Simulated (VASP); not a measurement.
Input:

```
CSi
1.0
    1.52757    -2.64583     0.00000
    1.52757     2.64583     0.00000
    0.00000     0.00000     5.01675
Si C
2 2
Direct
  0.66667   0.33333   0.49967
  0.33333   0.66667   0.99967
  0.66667   0.33333   0.87533
  0.33333   0.66667   0.37533
```

Level of theory: rev-vdW-DF2, VASP's PBE PAW potentials (set 64) (plane waves; VASP). Numerical set-up: 520 eV cut-off, 8×8×5 Γ-centred mesh, Gaussian smearing of 0.050 eV, potentials Si C.

**Question.** Give the stress tensor in GPa (positive for a compressed cell).

**Answer.** 
```
6.98  0.00  0.00
0.00  6.98  0.00
0.00  0.00  6.93
```
The pressure is its mean diagonal, 6.96 GPa.

The compound is SiC in the wurtzite structure, the rare 2H polytype. This cell is one point of a volume scan, at 0.97 of the reference volume.
